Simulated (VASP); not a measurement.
Level of theory: PBEsol GGA, VASP's PBE PAW potentials (set 64) (plane waves; VASP).

A VASP calculation is set up with these files.

File KPOINTS:
```
kpoints
0
G
  4 4 4
0 0 0
```

File POSCAR:
```
Al4PSb3
5.9919440
  1.0000000347   0.0000000000   0.0000000000
  0.0000000000   1.0000000347   0.0000000000
  0.0000000000   0.0000000000   1.0000000347
Al Sb P
4 3 1
Cartesian
  0.0149703135   0.9850297212   0.9850297212
  0.4850297038   0.5149703309   0.9850297212
  0.4850297038   0.9850297212   0.5149703309
  0.0149703135   0.5149703309   0.5149703309
  0.2500000087   0.2500000087   0.2500000087
  0.7500000260   0.7500000260   0.2500000087
  0.7500000260   0.2500000087   0.7500000260
  0.2500000087   0.7500000260   0.7500000260
```

### INCAR
```
ENCUT = 400
LORBIT = 11   ! lm-projected
SYSTEM = Al4PSb3
LMAXMIX = 4
NEDOS = 601   ! DOS grid
NELM = 100
PREC = Accurate
ISIF = 2
EDIFF = 1E-7   ! SCF stop (eV)
LREAL = .FALSE.
GGA = PS
LWAVE = .FALSE.
LCHARG = .TRUE.
ISMEAR = -5
LASPH = .TRUE.
ALGO = Normal   ! blocked Davidson
LEFG = .TRUE.
```

POTCAR, in this order: Al Sb P (PBE.64 set). Program: vasp_std.

The run wrote:

### OUTCAR
```
 ion  position               nearest neighbor table
   1  0.015  0.985  0.985-   8 2.44   6 2.65   7 2.65   5 2.65
   2  0.485  0.515  0.985-   8 2.44   6 2.65   7 2.65   5 2.65
   3  0.485  0.985  0.515-   8 2.44   6 2.65   7 2.65   5 2.65
   4  0.015  0.515  0.515-   8 2.44   6 2.65   7 2.65   5 2.65
   5  0.250  0.250  0.250-   1 2.65   2 2.65   3 2.65   4 2.65
   6  0.750  0.750  0.250-   1 2.65   2 2.65   3 2.65   4 2.65
   7  0.750  0.250  0.750-   1 2.65   2 2.65   3 2.65   4 2.65
   8  0.250  0.750  0.750-   1 2.44   2 2.44   3 2.44   4 2.44
  LATTYP: Found a simple cubic cell.
 ALAT       =     5.9919442080
 Subroutine PRICEL returns:
 Original cell was already a primitive cell.
 Subroutine GETGRP returns: Found 24 space group operations
The static configuration has the point symmetry C_3v.
 The point group associated with its full space group is T_d .
The dynamic configuration has the point symmetry C_3v.
 Subroutine INISYM returns: Found 24 space group operations
 Subroutine IBZKPT returns following result:
 Found     10 irreducible k-points:

 Following reciprocal coordinates:
            Coordinates               Weight
  0.000000  0.000000  0.000000      1.000000
  0.250000  0.000000  0.000000      6.000000
  0.500000  0.000000  0.000000      3.000000
  0.250000  0.250000  0.000000     12.000000
  0.500000  0.250000  0.000000     12.000000
  0.500000  0.500000  0.000000      3.000000
  0.250000  0.250000  0.250000      8.000000
  0.500000  0.250000  0.250000     12.000000
  0.500000  0.500000  0.250000      6.000000
  0.500000  0.500000  0.500000      1.000000
   k-points           NKPTS =     10   k-points in BZ     NKDIM =     10   number of bands    NBANDS=     21
   number of dos      NEDOS =    601   number of ions     NIONS =      8
   total plane-waves  NPLWV =  64000
   dimension x,y,z NGX =    40 NGY =   40 NGZ =   40
   dimension x,y,z NGXF=    80 NGYF=   80 NGZF=   80
   ions per type =               4   3   1
   PREC   = accura    normal or accurate (medium, high low for compatibility)
...
```

OSZICAR:
```
       N       E                     dE             d eps       ncg     rms          rms(c)
DAV:   1     0.946470393517E+02    0.94647E+02   -0.90811E+03   420   0.941E+02
DAV:   2    -0.296240783357E+02   -0.12427E+03   -0.11889E+03   529   0.160E+02
DAV:   3    -0.377856524996E+02   -0.81616E+01   -0.80734E+01   547   0.430E+01
DAV:   4    -0.379485641557E+02   -0.16291E+00   -0.16265E+00   518   0.726E+00
DAV:   5    -0.379531475490E+02   -0.45834E-02   -0.45830E-02   561   0.125E+00    0.717E+00
DAV:   6    -0.373643376848E+02    0.58881E+00   -0.83739E-01   480   0.369E+00    0.448E+00
DAV:   7    -0.372215933177E+02    0.14274E+00   -0.56526E-01   480   0.305E+00    0.141E+00
DAV:   8    -0.372132308100E+02    0.83625E-02   -0.46268E-02   500   0.111E+00    0.352E-01
DAV:   9    -0.372144435229E+02   -0.12127E-02   -0.95552E-03   511   0.511E-01    0.119E-01
DAV:  10    -0.372144827144E+02   -0.39192E-04   -0.58859E-04   514   0.123E-01    0.681E-02
DAV:  11    -0.372145802552E+02   -0.97541E-04   -0.14694E-04   505   0.639E-02    0.301E-02
DAV:  12    -0.372146000216E+02   -0.19766E-04   -0.23412E-05   493   0.260E-02    0.100E-02
DAV:  13    -0.372146019938E+02   -0.19722E-05   -0.53407E-06   516   0.143E-02    0.383E-03
DAV:  14    -0.372146021470E+02   -0.15317E-06   -0.27193E-06   516   0.738E-03    0.383E-03
DAV:  15    -0.372146021070E+02    0.39940E-07   -0.12771E-06   488   0.547E-03    0.150E-03
DAV:  16    -0.372146021235E+02   -0.16491E-07   -0.14253E-07   298   0.226E-03
   1 F= -.37214602E+02 E0= -.37214602E+02  d E =0.000000E+00
```

### OUTCAR
```
------------------------ aborting loop because EDIFF is reached ----------------------------------------
  FORCE on cell =-STRESS in cart. coord.  units (eV):
  Direction    XX          YY          ZZ          XY          YZ          ZX
  --------------------------------------------------------------------------------------
  Total       -0.1310790     -0.1310790     -0.1310790      0.0000000     -0.0000000     -0.0000000
  in kB       -0.9762038     -0.9762038     -0.9762038      0.0000000     -0.0000000     -0.0000000
  external PRESSURE =      -0.9762038 kB  Pullay stress =       0.0000000 kB
  volume of cell :      215.13
      direct lattice vectors                 reciprocal lattice vectors
     5.991944208  0.000000000  0.000000000     0.166890740  0.000000000  0.000000000
     0.000000000  5.991944208  0.000000000     0.000000000  0.166890740  0.000000000
     0.000000000  0.000000000  5.991944208     0.000000000  0.000000000  0.166890740
 POSITION                                       TOTAL-FORCE (eV/Angst)
 -----------------------------------------------------------------------------------
      0.08970      5.90224      5.90224        -0.008467      0.008467      0.008467
      2.90627      3.08567      5.90224         0.008467     -0.008467      0.008467
      2.90627      5.90224      3.08567         0.008467      0.008467     -0.008467
      0.08970      3.08567      3.08567        -0.008467     -0.008467     -0.008467
      1.49799      1.49799      1.49799        -0.000000     -0.000000      0.000000
      4.49396      4.49396      1.49799        -0.000000     -0.000000      0.000000
      4.49396      1.49799      4.49396        -0.000000     -0.000000      0.000000
      1.49799      4.49396      4.49396        -0.000000     -0.000000      0.000000
 -----------------------------------------------------------------------------------
    total drift:                               -0.000000     -0.000000     -0.000000
  FREE ENERGIE OF THE ION-ELECTRON SYSTEM (eV)
  ---------------------------------------------------
  free  energy   TOTEN  =       -37.2146021235 eV

  energy  without entropy=      -37.2146021235  energy(sigma->0) =      -37.21460212

 total charge

# of ion       s       p       d       tot
------------------------------------------
    1        0.408   0.357   0.000   0.765
    2        0.408   0.357   0.000   0.765
    3        0.408   0.357   0.000   0.765
    4        0.408   0.357   0.000   0.765
    5        1.112   1.434   0.023   2.570
    6        1.112   1.434   0.023   2.570
    7        1.112   1.434   0.023   2.570
    8        1.015   1.505   0.000   2.520
--------------------------------------------------
tot          5.984   7.235   0.070  13.289

 Electric field gradients after diagonalization (V/A^2)
 (convention: |V_zz| > |V_xx| > |V_yy|)
----------------------------------------------------------------------
 ion       V_xx      V_yy      V_zz     asymmetry (V_yy - V_xx)/ V_zz
----------------------------------------------------------------------
   1       0.082     0.082    -0.163       0.000
   2       0.082     0.082    -0.163       0.000
   3       0.082     0.082    -0.163       0.000
   4       0.082     0.082    -0.163       0.000
   5      23.135    23.135   -46.270       0.000
   6      23.135    23.135   -46.270       0.000
   7      23.135    23.135   -46.270       0.000
   8       0.000    -0.000    -0.000       0.351
```
(Selected blocks of OUTCAR.)

**OUTCAR**
```
 val. band max:        4.7388700388   @ k =   0.0000   0.0000   0.0000

 cond. band min:       5.5253025595   @ k =   0.5000   0.5000   0.5000


 Fermi energy:         4.7425912754

 k-point     1 :       0.0000    0.0000    0.0000
  band No.  band energies     occupation
      1      -6.4174      2.00000
      2      -4.8094      2.00000
      3      -3.8723      2.00000
      4      -3.8723      2.00000
      5      -0.8650      2.00000
      6      -0.8650      2.00000
      7      -0.8650      2.00000
      8       2.1798      2.00000
      9       2.1798      2.00000
     10       2.1798      2.00000
     11       2.5950      2.00000
     12       2.5950      2.00000
     13       2.5950      2.00000
     14       4.7389      2.00000
     15       4.7389      2.00000
     16       4.7389      2.00000
     17       5.6076      0.00000
     18       5.6076      0.00000
     19       5.6693      0.00000
     20       6.1669      0.00000
     21       6.1669      0.00000

 k-point     2 :       0.2500    0.0000    0.0000
  band No.  band energies     occupation
      1      -6.2580      2.00000
      2      -4.9501      2.00000
      3      -4.1762      2.00000
      4      -3.8497      2.00000
      5      -0.7469      2.00000
      6      -0.7469      2.00000
      7      -0.1260      2.00000
      8       1.8521      2.00000
      9       1.8521      2.00000
     10       1.8959      2.00000
     11       2.1756      2.00000
     12       2.6327      2.00000
     13       2.6327      2.00000
     14       3.4242      2.00000
     15       4.2208      2.00000
     16       4.2208      2.00000
     17       5.9055      0.00000
     18       6.3976      0.00000
     19       6.6847      0.00000
     20       6.7691      0.00000
     21       7.1803      0.00000

 k-point     3 :       0.5000    0.0000    0.0000
  band No.  band energies     occupation
      1      -6.0014      2.00000
      2      -5.2614      2.00000
      3      -4.3389      2.00000
...
```

Unless said otherwise, spin-orbit coupling is left out, though it shifts the bands of the heavy elements here.

The structure was generated: Al4PSb3 was put into an ordered model structure (P-43m), which need not be its known phase. It was relaxed first.
